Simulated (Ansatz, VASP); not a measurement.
# Cross-check of BaZrO3 between VASP and Ansatz

Aim: how closely do two programs agree when they are given the same cell, functional and k mesh? The cell is taken from a series of runs on this material, whose earlier steps may have relaxed or scaled it; both programs get it as it stands.

Method: plane waves, with VASP 6.6.1 beside it; single point at r2SCAN and single point at LDA, in Ansatz 0.2.0.

**1. The structure**

Symmetry: Pm-3m, No. 221, cubic system. Conventional cell: a = 4.076 Å, b = 4.076 Å, c = 4.076 Å, α = 90.00°, β = 90.00°, γ = 90.00°. Nearest to Ba lie 12 O at 2.88 Å. Nearest to Zr lie 6 O at 2.04 Å. O has 2 Zr at 2.04 Å and 4 Ba at 2.88 Å nearest. Farther neighbours and most contacts between anions are not listed.

**2. Ansatz: single point, r2SCAN**

Ansatz runs on its default PAW (the set named soft_2) files.

With cell and atoms fixed, the geometry can't cause a difference; cores, projectors, grids and the points listed under the comparison can.

input.yaml

```yaml
crystal:
  lattice:
    - [4.0764504509, 0.0, 0.0]
    - [0.0, 4.0764504509, 0.0]
    - [0.0, 0.0, 4.0764504509]
  atoms:
    - { symbol: Ba, position: [0.0, 0.0, 0.0] }
    - { symbol: Zr, position: [0.5, 0.5, 0.5] }
    - { symbol: O, position: [0.0, 0.5, 0.5] }
    - { symbol: O, position: [0.5, 0.0, 0.5] }
    - { symbol: O, position: [0.5, 0.5, 0.0] }
hamiltonian:
  xc: r2scan
  pseudopotentials: { kind: paw }
kpoints:
  mp_grid: { grid: [3, 3, 3] }
scf:
  occupations: { method: gaussian, width: 0.05 }
  n_extra_bands: 5
output:
  forces: true
  stress: true
  eigenvalues: true
  write_density: true
  write_potential: true
  elf: true
  volumetric_format: npy
```

The run is started by

```console
$ ansatz run input.yaml --threads 2 --pin off --max-ram 4608MiB --backend cpu --events-out ev --progress --plain --runs-dir out
```

Numbers of over 12 decimals in the logs are rounded to 6 here.

The log of the run:

```text
scf.n_extra_bands = 5 over 20 filled bands (N_el = 40.0): the run solves 25 bands
Engine: ansatz 0.2.0, aarch64-unknown-linux-gnu
Pseudopotentials: kind: paw
Pseudopotential: Ba, paw, valence charge 10, recommended cutoff 500 eV (meta_gga), Ba.paw.azcp
Pseudopotential: Zr, paw, valence charge 12, recommended cutoff 500 eV (meta_gga), Zr.paw.azcp
Pseudopotential: O, paw, valence charge 6, recommended cutoff 500 eV (meta_gga), O.paw.azcp
Functional definition: r2SCAN
  parameter k0 = 0.174
  parameter k1 = 0.065
  parameter a1 = 4.9479
  exchange = r2scan_x(k0 = k0, k1 = k1, a1 = a1)
  correlation = r2scan_c
Crystal: 5 atoms, lattice volume = 67.740 Å³
Basis set: ecut = 500 eV, 1743 PW (Γ), exchange–correlation on 120×120×120 points (64 copies of the dense FFT grid, shifted against one another)
Bands: 25, of which v1, the nominal top of the filled ones, is band 20 counted from 1 (19 counted from 0)
Symmetry: 48 space group operations
Space group: Pm-3m (ITA 221), of the structure as read, at distance tolerance 4.1e-5 Å
k-points: 4 of 27
Non-local potential: Ba, projectors of the file, l = 0: 3, l = 1: 2, l = 2: 2, l = 3: 2
Non-local potential: Zr, projectors of the file, l = 0: 3, l = 1: 2, l = 2: 2, l = 3: 2
Non-local potential: O, projectors of the file, l = 0: 2, l = 1: 2, l = 2: 1
PAW form: soft (Blöchl's): semilocal exchange-correlation on the pseudo side does not see the compensation charge
PAW frozen core: Ba, regenerated for the run's functional (the file was generated under x = pbe(κ = 0.804, μ = 0.219515), c = pbe(β = 0.066725))
PAW frozen core: Zr, regenerated for the run's functional (the file was generated under x = pbe(κ = 0.804, μ = 0.219515), c = pbe(β = 0.066725))
PAW frozen core: O, regenerated for the run's functional (the file was generated under x = pbe(κ = 0.804, μ = 0.219515), c = pbe(β = 0.066725))
PAW one-centre angular grid: Ba, 302 points (default); XC on 160 Gauss nodes
PAW one-centre angular grid: Zr, 590 points (default); XC on 160 Gauss nodes
PAW one-centre angular grid: O, 302 points (default); XC on 160 Gauss nodes
Initial density: superposition of atomic densities (neutral atoms: chi_scale 0, normalization atom), corrected by the library's trained network
Initial wavefunctions: pseudopotential atomic-orbital guess
Functional: x = r2scan, c = r2scan; τ floored in thin density (d = 2e-4 eV/Å³)
SCF iter   1: F=—  HF=-11874.857950 eV  |F-HF|=—  |Δ(HF+E_count)|=         —  Δρ=1.27e-2  dr2=1.35e-1  dr2_τ=2.97e-1  ethr=1.77e-3  ⟨swp⟩=6.8  Hψ=503  notcnv=0
preconditioner: auto → Resta (q_TF=auto, 2.499 Å⁻¹)  ε∞=3.5  [insulator: Δε(μ)=4.278 eV  Ē_g=17.589 eV  σ=0.050 eV  W_gap=1.00  n_scr=18 (ndim 8)  ℏωp=27.8 eV  f_vac=0.000  D(μ)=0.00/eV (n_scr^D=0)  ε∞_Penn≈3.5]
SCF iter   2: F=—  HF=-11874.998840 eV  |F-HF|=—  |Δ(HF+E_count)|=   1.41e-1  Δρ=5.73e-3  dr2=9.98e-3  dr2_τ=4.90e-3  ethr=3.36e-4  ⟨swp⟩=2.8  Hψ=215  notcnv=0  defer=4
SCF iter   3: F=—  HF=-11874.997809 eV  |F-HF|=—  |Δ(HF+E_count)|=   1.03e-3  Δρ=2.44e-3  dr2=2.20e-3  dr2_τ=2.79e-4  ethr=2.50e-5  ⟨swp⟩=2.8  Hψ=168  notcnv=0  defer=4
SCF iter   4: F=—  HF=-11874.997532 eV  |F-HF|=—  |Δ(HF+E_count)|=   2.77e-4  Δρ=3.66e-4  dr2=4.19e-5  dr2_τ=1.08e-5  ethr=5.50e-6  ⟨swp⟩=2.8  Hψ=184  notcnv=0  defer=4
SCF iter   5: F=—  HF=-11874.997549 eV  |F-HF|=—  |Δ(HF+E_count)|=   1.65e-5  Δρ=7.16e-5  dr2=3.16e-6  dr2_τ=2.48e-7  ethr=1.05e-7  ⟨swp⟩=2.8  Hψ=176  notcnv=0  defer=4
SCF iter   6: F=—  HF=-11874.997549 eV  |F-HF|=—  |Δ(HF+E_count)|=   3.47e-7  Δρ=1.88e-5  dr2=2.55e-7  dr2_τ=2.22e-8  ethr=7.90e-9  ⟨swp⟩=2.0  Hψ=156  notcnv=0  defer=4
SCF iter   7: F=-11874.997549 eV  HF=-11874.997549 eV  |F-HF|=3.85e-9  |Δ(HF+E_count)|=   3.99e-8  Δρ=2.98e-6  dr2=6.39e-9  dr2_τ=2.88e-10  ethr=2.50e-10  ⟨swp⟩=13.8  Hψ=735  notcnv=0
SCF 1 converged in 7 iterations: F = -11874.997549 eV  dr2 = 6.39e-9
  greatest PAW one-centre occupation: 0.993 electrons in one spin orbital (limit 2), on the Zr atom at site 1 (counted from 0), in its partial waves of l = 1
SCF converged after 7 iterations
Free energy (F): -11874.997549 eV
Harris-Foulkes:  -11874.997549 eV  (|F-HF|=3.85e-9)
Internal energy: -11874.997549 eV  (E = F + TS)
E sigma→0 (E₀):  -11874.997549 eV
Fermi energy:    12.591471 eV
--- Per-component energies (eV) ---
  E_band       = -70.663835
  E_kinetic    = 1048.642668
  E_local      = -1846.961971  (includes V_loc(G=0)·N_el)
  E_nonlocal   = 272.924554
  E_hartree    = 663.969002
  E_xc         = -541.698787
  E_vxc        = -687.537272  (∫ρ·V_xc dr)
  E_paw        = -8701.988230  (= ΣΔE_a)
  E_vpaw       = -225.881795  (= ΣTr[D̂ρ^β])
  E_aug_tail   = 0.003018  (compensation charges beyond the density's cutoff)
  E_vtau       = 40.206598  (kinetic-family band-sum trace: ∫τ·v_τ [+ j·A + Jᵃ·Aᵃ] dr)
  E_ewald      = -2769.697654
  E_core_change = -0.190148  (= ΣΔE_core)
  E_smearing   = -0.000000  (= −TS)
  E_closure    = 0.000000  (closes the sum)
  Σ components = -11874.997549   (vs F -11874.997549, Δ=0.00e0)
--- Forces (eV/Å), atoms counted from 1 ---
  atom   1  Ba    -0.00000000    -0.00000000    -0.00000000
  atom   2  Zr     0.00000000     0.00000000    -0.00000000
  atom   3  O      0.00000000    -0.00000000     0.00000000
  atom   4  O      0.00000000    -0.00000000     0.00000000
  atom   5  O      0.00000000    -0.00000000    -0.00000000
  max |Σ_I F_I| component: 3.62e-29 eV/Å
--- Stress (GPa, compression-positive) ---
       18.888505       0.000000       0.000000
        0.000000      18.888505       0.000000
        0.000000       0.000000      18.888505
  P = ⅓ Tr σ = 18.8885 GPa (188.885 kbar)
--- Band table (eV) ---
  k-point 0: bands = [... 16 lower, 9.5109, 10.5789, 10.5789, 10.5789, 14.6041, 14.6041, 14.6041, 16.0493, ... 1 higher]
  k-point 1: bands = [... 16 lower, 8.9912, 9.0998, 10.4097, 10.4097, 14.9091, 16.6572, 16.6572, 17.5055, ... 1 higher]
  k-point 2: bands = [... 16 lower, 9.2748, 9.6811, 10.1907, 10.3654, 16.7594, 16.8026, 17.1635, 18.9596, ... 1 higher]
  k-point 3: bands = [... 16 lower, 8.1595, 10.1654, 10.1654, 10.3541, 17.4748, 17.4748, 17.6219, 19.2097, ... 1 higher]
```

The run ends at a pressure of 18.89 GPa.

**3. VASP: single point, r2SCAN**

The same cell, functional, mesh and smearing now go to VASP, with its own data sets and cutoff.

Lines of VASP's logs that name or quote its potential files are left out, and so is its time.

INCAR

```
SYSTEM = BaZrO3
PREC = Accurate
ENCUT = 1230
EDIFF = 1E-06
NELM = 100
ISMEAR = 0
SIGMA = 0.05
LREAL = .FALSE.
ALGO = Normal
METAGGA = R2SCAN
LASPH = .TRUE.
NBANDS = 26
LORBIT = 11
LWAVE = .FALSE.
LCHARG = .FALSE.
KPAR = 2
ISIF = 2
```

POSCAR

```
BaZrO3
1.0
    4.0764504509      0.0000000000      0.0000000000
    0.0000000000      4.0764504509      0.0000000000
    0.0000000000      0.0000000000      4.0764504509
Ba Zr O
1 1 3
Direct
    0.0000000000      0.0000000000      0.0000000000
    0.5000000000      0.5000000000      0.5000000000
    0.0000000000      0.5000000000      0.5000000000
    0.5000000000      0.0000000000      0.5000000000
    0.5000000000      0.5000000000      0.0000000000
```

KPOINTS

```
Automatic mesh
0
Gamma
3 3 3
0 0 0
```

PAW data sets: Ba_sv, Zr_sv and O_h (PBE family, release 64).

The run is started by

```console
$ mpirun -np 2 vasp_std
```

The log of the run:

```text
[banner, memory and clock lines left out]
running    2 mpi-ranks, on    1 nodes
 distrk:  each k-point on    1 cores,    2 groups
 distr:  one band on    1 cores,    1 groups

 POSCAR found type information on POSCAR BaZrO
 POSCAR found :  3 types and       5 ions
|                                                                             |
|               ----> ADVICE to this user running VASP <----                  |
|                                                                             |
|     You enforced a specific xc type in the INCAR file but a different       |
|     [... a line on the potential file left out ...]
|     I HOPE YOU KNOW WHAT YOU ARE DOING!                                     |
|                                                                             |

 LDA part: xc-table for (None), standard interpolation
 POSCAR, INCAR and KPOINTS ok, starting setup
 FFT: planning ... GRIDC
 FFT: planning ... GRID_SOFT
 FFT: planning ... GRID
 WAVECAR not read
 entering main loop
       N       E                     dE             d eps       ncg     rms          rms(c)
DAV:   1     0.494776004824E+03    0.49478E+03   -0.36886E+04   208   0.308E+03
DAV:   2    -0.426375787448E+02   -0.53741E+03   -0.52361E+03   256   0.530E+02
DAV:   3    -0.104859074562E+03   -0.62221E+02   -0.61840E+02   286   0.158E+02
DAV:   4    -0.107556314183E+03   -0.26972E+01   -0.26932E+01   342   0.281E+01
DAV:   5    -0.107594067958E+03   -0.37754E-01   -0.37739E-01   280   0.282E+00    0.358E+01
DAV:   6    -0.842512466932E+02    0.23343E+02   -0.30473E+01   298   0.444E+01    0.137E+01
DAV:   7    -0.845967633443E+02   -0.34552E+00   -0.17755E+00   254   0.100E+01    0.690E+00
DAV:   8    -0.846582216135E+02   -0.61458E-01   -0.35341E-01   274   0.556E+00    0.881E-01
DAV:   9    -0.846512615984E+02    0.69600E-02   -0.69281E-02   296   0.163E+00    0.387E-01
DAV:  10    -0.846532783921E+02   -0.20168E-02   -0.49506E-03   298   0.695E-01    0.156E-01
DAV:  11    -0.846535185678E+02   -0.24018E-03   -0.19361E-03   260   0.318E-01    0.382E-02
DAV:  12    -0.846534983394E+02    0.20228E-04   -0.87146E-05   288   0.793E-02    0.275E-02
DAV:  13    -0.846534980078E+02    0.33169E-06   -0.45792E-05   310   0.500E-02    0.722E-03
DAV:  14    -0.846534976864E+02    0.32135E-06   -0.32728E-06   206   0.142E-02
   1 F= -.84653498E+02 E0= -.84653498E+02  d E =-.156386E-18
```

Parts of OUTCAR (step 3):

```text
ion  position               nearest neighbor table
   1  0.000  0.000  0.000-   3 2.88   4 2.88   5 2.88   3 2.88   4 2.88   3 2.88   5 2.88   3 2.88
                             4 2.88   5 2.88   4 2.88   5 2.88   2 3.53   2 3.53   2 3.53   2 3.53
   2  0.500  0.500  0.500-   3 2.04   4 2.04   5 2.04   5 2.04   4 2.04   3 2.04   1 3.53   1 3.53
                             1 3.53   1 3.53   1 3.53   1 3.53   1 3.53   1 3.53
   3  0.000  0.500  0.500-   2 2.04   2 2.04   1 2.88   1 2.88   1 2.88   1 2.88
   4  0.500  0.000  0.500-   2 2.04   2 2.04   1 2.88   1 2.88   1 2.88   1 2.88
   5  0.500  0.500  0.000-   2 2.04   2 2.04   1 2.88   1 2.88   1 2.88   1 2.88

  LATTYP: Found a simple cubic cell.
 ALAT       =     4.0764504509

 Subroutine GETGRP returns: Found 48 space group operations
 (whereof 48 operations were pure point group operations)

The static configuration has the point symmetry O_h .

 Found      4 irreducible k-points:

   k-points           NKPTS =      4   k-points in BZ     NKDIM =      4   number of bands    NBANDS=     26

   dimension x,y,z NGX =    48 NGY =   48 NGZ =   48
   dimension x,y,z NGXF=    96 NGYF=   96 NGZF=   96

   ENCUT  = 1230.0 eV  90.40 Ry    9.51 a.u.  11.66 11.66 11.66*2*pi/ulx,y,z

   NELECT =      40.0000    total number of electrons

 k-points in reciprocal lattice and weights: Automatic mesh
   0.00000000  0.00000000  0.00000000       0.037
   0.33333333  0.00000000  0.00000000       0.222
   0.33333333  0.33333333  0.00000000       0.444
   0.33333333  0.33333333  0.33333333       0.296

 average (electrostatic) potential at core
       1 -37.4161       2 -81.9046       3-113.3435       4-113.3435       5-113.3435

 E-fermi :   4.6340

 k-point     1 :       0.0000    0.0000    0.0000
  band No.  band energies     occupation
    ...
     16       3.3058      2.00000
     17       3.3058      2.00000
     18       4.3277      2.00000
     19       4.3277      2.00000
     20       4.3277      2.00000
     21       8.3256      0.00000
     22       8.3256      0.00000
     23       8.3257      0.00000
     24       9.7303      0.00000
     25       9.7303      0.00000
    ...

 k-point     2 :       0.3333    0.0000    0.0000
  band No.  band energies     occupation
    ...
     16       2.7517      2.00000
     17       2.7517      2.00000
     18       2.8298      2.00000
     19       4.1601      2.00000
     20       4.1601      2.00000
     21       8.6973      0.00000
     22      10.4116      0.00000
     23      10.4116      0.00000
     24      11.2191      0.00000
     25      11.4493      0.00000
    ...

 k-point     3 :       0.3333    0.3333    0.0000
  band No.  band energies     occupation
    ...
     16       2.1688      2.00000
     17       3.0096      2.00000
     18       3.4363      2.00000
     19       3.9471      2.00000
     20       4.1111      2.00000
     21      10.5451      0.00000
     22      10.5691      0.00000
     23      10.9156      0.00000
     24      12.6875      0.00000
     25      12.9158      0.00000
    ...

  Total        8.5416765      8.5416765      8.5416765     -0.0000000     -0.0000000      0.0000000
  in kB      202.0259685    202.0259685    202.0259685     -0.0000000     -0.0000000      0.0000000
  external PRESSURE =     202.0259685 kB  Pullay stress =       0.0000000 kB

  energy-cutoff  :     1230.00
  volume of cell :       67.74
      direct lattice vectors                 reciprocal lattice vectors
     4.076450451  0.000000000  0.000000000     0.245311457  0.000000000  0.000000000
     0.000000000  4.076450451  0.000000000     0.000000000  0.245311457  0.000000000
     0.000000000  0.000000000  4.076450451     0.000000000  0.000000000  0.245311457

 POSITION                                       TOTAL-FORCE (eV/Angst)
 -----------------------------------------------------------------------------------
      0.00000      0.00000      0.00000         0.000000      0.000000      0.000000
      2.03823      2.03823      2.03823         0.000000      0.000000      0.000000
      0.00000      2.03823      2.03823         0.000000      0.000000      0.000000
      2.03823      0.00000      2.03823         0.000000      0.000000      0.000000
      2.03823      2.03823      0.00000         0.000000      0.000000      0.000000
 -----------------------------------------------------------------------------------
    total drift:                                0.000000     -0.000000     -0.000000

  FREE ENERGIE OF THE ION-ELECTRON SYSTEM (eV)
  ---------------------------------------------------
  free  energy   TOTEN  =       -84.6534976864 eV

  energy  without entropy=      -84.6534976864  energy(sigma->0) =      -84.65349769

 total charge
# of ion       s       p       d       tot
------------------------------------------
    1        2.017   5.662   0.294   7.973
    2        2.213   6.125   1.473   9.811
    3        1.043   2.375   0.000   3.418
    4        1.043   2.375   0.000   3.418
    5        1.043   2.375   0.000   3.418
--------------------------------------------------
tot          7.359  18.911   1.767  28.037

[... 1 further part left out ...]
```

Harder data sets than Ba_sv exist (the GW ones), and pressures, volumes and forces can shift noticeably with them. The PAW data sets were made with PBE, which is usual practice but a small mismatch for other functionals.

**4. Differences**

Known differences besides the PAW data sets themselves: VASP keeps PBE cores, Ansatz makes them for the functional; the cutoff is 500 eV in Ansatz and 1230 eV in VASP. Total energies have different zeros and are not compared.

The two programs side by side:

| quantity | Ansatz | VASP | difference |
| --- | --- | --- | --- |
| pressure (GPa) | 18.89 | 20.20 | -1.31 |
| gap on the k mesh (eV) | 4.025 | 3.998 | +0.027 |

Ansatz's pressure holds a Pulay correction of 0.08 GPa; VASP's holds none.

(Part 1 of 2 ends here.)

[Lines on the potential files, build, host, timing and source positions are cut from VASP's logs without a mark.]

[Logs are printed without paths, hosts, clocks, repeated set-up lines and the standing remarks that a program may print on its own settings, such as how far it seeks lower states.]

[Hosts, paths, dates, database ids (printed as entryN), source tags and the programs' standing remarks are cut or masked in the printed files.]
